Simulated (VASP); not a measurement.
All values below come from RPBE GGA, VASP's PBE PAW potentials (set 64) (plane waves; VASP).

VASP input:

### INCAR
```
SYSTEM = PbS
PREC = Accurate
ENCUT = 520
EDIFF = 1E-7
NELM = 100
ALGO = Normal
LREAL = .FALSE.
LASPH = .TRUE.
ISMEAR = 0
SIGMA = 0.05
GGA = RP
LMAXMIX = 4
LWAVE = .FALSE.
LCHARG = .FALSE.
ISIF = 2
```

KPOINTS:
```
Automatic mesh
0
Gamma
8 8 8
0 0 0
```

POSCAR:
```
PbS
4.2102170
  0.0000000000   0.7071066973   0.7071066973
  0.7071066973   0.0000000000   0.7071066973
  0.7071066973   0.7071066973   0.0000000000
Pb S
1 1
direct
  0.0000000000   0.0000000000   0.0000000000
  0.5000000000   0.5000000000   0.5000000000
```

POTCAR, in this order: Pb_d S (PBE.64 set). Program: vasp_std.

What VASP printed:

### OSZICAR
```
       N       E                     dE             d eps       ncg     rms          rms(c)
DAV:   1     0.163944940411E+03    0.16394E+03   -0.99089E+03   812   0.150E+03
DAV:   2     0.541453380014E+01   -0.15853E+03   -0.15413E+03   854   0.363E+02
DAV:   3    -0.821036649088E+01   -0.13625E+02   -0.13322E+02  1076   0.109E+02
DAV:   4    -0.855092064971E+01   -0.34055E+00   -0.34034E+00   884   0.206E+01
DAV:   5    -0.856453824485E+01   -0.13618E-01   -0.13617E-01  1142   0.408E+00    0.510E+00
DAV:   6    -0.806137636394E+01    0.50316E+00   -0.15056E+00  1200   0.943E+00    0.376E+00
DAV:   7    -0.806556087474E+01   -0.41845E-02   -0.17306E-01   870   0.243E+00    0.213E+00
DAV:   8    -0.807404771564E+01   -0.84868E-02   -0.21822E-02   884   0.189E+00    0.263E-01
DAV:   9    -0.807388478675E+01    0.16293E-03   -0.39800E-03  1268   0.679E-01    0.100E-01
DAV:  10    -0.807426156817E+01   -0.37678E-03   -0.68158E-04   854   0.171E-01    0.652E-02
DAV:  11    -0.807430853619E+01   -0.46968E-04   -0.22240E-04   976   0.169E-01    0.305E-02
DAV:  12    -0.807431263732E+01   -0.41011E-05   -0.14211E-05   980   0.321E-02    0.339E-03
DAV:  13    -0.807431314860E+01   -0.51129E-06   -0.35294E-07   998   0.699E-03    0.259E-03
DAV:  14    -0.807431359556E+01   -0.44696E-06   -0.11609E-06   854   0.721E-03    0.219E-03
DAV:  15    -0.807431358332E+01    0.12237E-07   -0.20634E-08   802   0.136E-03
   1 F= -.80743136E+01 E0= -.80743136E+01  d E =-.766830E-13
```

File OUTCAR:
```
------------------------ aborting loop because EDIFF is reached ----------------------------------------
  FORCE on cell =-STRESS in cart. coord.  units (eV):
  Direction    XX          YY          ZZ          XY          YZ          ZX
  --------------------------------------------------------------------------------------
  Total        1.1158776      1.1158776      1.1158776     -0.0000000     -0.0000000     -0.0000000
  in kB       33.8788645     33.8788645     33.8788645     -0.0000000     -0.0000000     -0.0000000
  external PRESSURE =      33.8788645 kB  Pullay stress =       0.0000000 kB
  volume of cell :       52.77
      direct lattice vectors                 reciprocal lattice vectors
     0.000000000  2.977072638  2.977072638    -0.167950219  0.167950219  0.167950219
     2.977072638  0.000000000  2.977072638     0.167950219 -0.167950219  0.167950219
     2.977072638  2.977072638  0.000000000     0.167950219  0.167950219 -0.167950219
  FREE ENERGIE OF THE ION-ELECTRON SYSTEM (eV)
  ---------------------------------------------------
  free  energy   TOTEN  =        -8.0743135833 eV

  energy  without entropy=       -8.0743135833  energy(sigma->0) =       -8.07431358
```
(Selected blocks of OUTCAR.)

The compound is PbS in the rock salt structure. This cell is one point of a volume scan, at 0.94 of the reference volume.
